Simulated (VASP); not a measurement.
VASP ran on this input.

### POSCAR
```
Tl2Rh3S2
5.7347260
  0.4966034995   0.2867141342   0.8192557064
 -0.4966034995   0.2867141342   0.8192557064
  0.0000000000  -0.5734282684   0.8192557064
Tl Rh S
2 3 2
Direct
  0.0000000000   0.0000000000   0.0000000000
  0.5000000000   0.5000000000   0.5000000000
  0.5000000000   0.0000000000   0.0000000000
  0.0000000000   0.5000000000   0.0000000000
  0.0000000000   0.0000000000   0.5000000000
  0.7197170000   0.7197170000   0.7197170000
  0.2802830000   0.2802830000   0.2802830000
```

### INCAR
```
# general
SYSTEM  = Tl2Rh3S2
PREC    = Accurate
ENCUT   = 300
LREAL   = F   # projection in real space or not
LASPH   = T   # aspherical one-centre terms

# electronic loop
EDIFF   = 1E-6   # SCF stop (eV)
NELM    = 100   # most electronic steps
ALGO    = Normal   # blocked Davidson
LMAXMIX = 4

# smearing
ISMEAR  = -1   # Fermi-Dirac
SIGMA   = 0.1   # width (eV)

# ions
ISIF    = 2

# output
LWAVE   = F
LCHARG  = F
```

**KPOINTS**
```
Automatic mesh
0
Gamma
5 5 5
0 0 0
```

POTCAR, in this order: Tl_d Rh_pv S (LDA.64 set). Program: vasp_std.

Question: Translate this LDA calculation to Quantum ESPRESSO's pw.x.

Answer: One equivalent input (not run):
```
&CONTROL
  calculation = 'scf'
  pseudo_dir = './pseudo'
  outdir = './out'
  tprnfor = .true.
  tstress = .true.
/
&SYSTEM
  ibrav = 0
  nat = 7
  ntyp = 3
  ecutwfc = 88
  occupations = 'smearing'
  smearing = 'fermi-dirac'
  degauss = 0.00735
  input_dft = 'pz'
/
&ELECTRONS
  conv_thr = 7.3e-08
  electron_maxstep = 100
/
ATOMIC_SPECIES
  Tl 204.380 Tl.upf
  Rh 102.906 Rh.upf
  S 32.060 S.upf
CELL_PARAMETERS angstrom
     2.8478850    1.6442270    4.6982070
    -2.8478850    1.6442270    4.6982070
     0.0000000   -3.2884540    4.6982070
ATOMIC_POSITIONS crystal
  Tl   0.0000000  0.0000000  0.0000000
  Tl   0.5000000  0.5000000  0.5000000
  Rh   0.5000000  0.0000000  0.0000000
  Rh   0.0000000  0.5000000  0.0000000
  Rh   0.0000000  0.0000000  0.5000000
  S    0.7197170  0.7197170  0.7197170
  S    0.2802830  0.2802830  0.2802830
K_POINTS automatic
  5 5 5 0 0 0
```
The two are equivalent in intent, not identical: the potentials are each code's own (VASP's PAW set, PseudoDojo norm-conserving files in pw.x), so ENCUT and ecutwfc are chosen apart and not converted; conv_thr bounds pw.x's estimated SCF error, while EDIFF bounds the energy change between steps.

The structure comes from a computed database's Tl2Rh3S2 entry (R-3m); how it stands against other phases isn't given here. The cell was not relaxed at this level. The run is one of a series of settings (GGA removed, POTCAR Tl_d Rh_pv S (LDA.64 set) against the base run), some of them coarse on purpose.
